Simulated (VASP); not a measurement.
An input for Ansatz (written as the equivalent of a VASP run, and not itself run):

Ansatz 0.2 input:
```yaml
crystal:
  lattice:
    - [0.0000000, 2.0505678, 2.0813263]
    - [2.0813263, 0.0000000, 2.0813263]
    - [2.0813263, 2.0505678, 0.0000000]
  atoms:
    - { symbol: Ag, position: [0.0000000, 0.0000000, 0.0000000] }
kpoints:
  mp_grid: { grid: [14, 14, 14] }
hamiltonian:
  xc: r2scan
  pseudopotentials: { kind: paw }
scf:
  occupations: { method: methfessel_paxton, width: 0.1 }
  max_iter: 100
output: { forces: true, stress: true, eigenvalues: true }
```

Question: Translate this input to VASP (INCAR, KPOINTS, POSCAR, choice of POTCAR).

Answer: This is not unique; one that fits is 
File POSCAR:
```
Ag
1
    0.0000000000     2.0505678027     2.0813263198
    2.0813263198     0.0000000000     2.0813263198
    2.0813263198     2.0505678027     0.0000000000
Ag
1
Direct
  0.0000000000   0.0000000000   0.0000000000
```

**KPOINTS**
```
K-points
0
Gamma
14 14 14
0 0 0
```

INCAR:
```
SYSTEM = Ag
PREC = Accurate
ENCUT = 480
EDIFF = 1E-7
NELM = 100
ALGO = Normal
LREAL = .FALSE.
LASPH = .TRUE.
ISMEAR = 1
SIGMA = 0.1
METAGGA = R2SCAN
LMIXTAU = .TRUE.
LMAXMIX = 4
LWAVE = .FALSE.
LCHARG = .FALSE.
ISIF = 2
```

POTCAR, in this order: Ag (PBE.64 set). Program: vasp_std.

Limits of the translation: each code has its own PAW files, so the cut-off isn't converted (ENCUT is set for VASP's; basis.ecutwfc is left out, and Ansatz then takes the one that its files recommend); Ansatz stops its SCF on the density residual and VASP on the energy change (EDIFF).

The compound is Ag in the fcc structure. This cell was strained or had an atom moved on purpose.
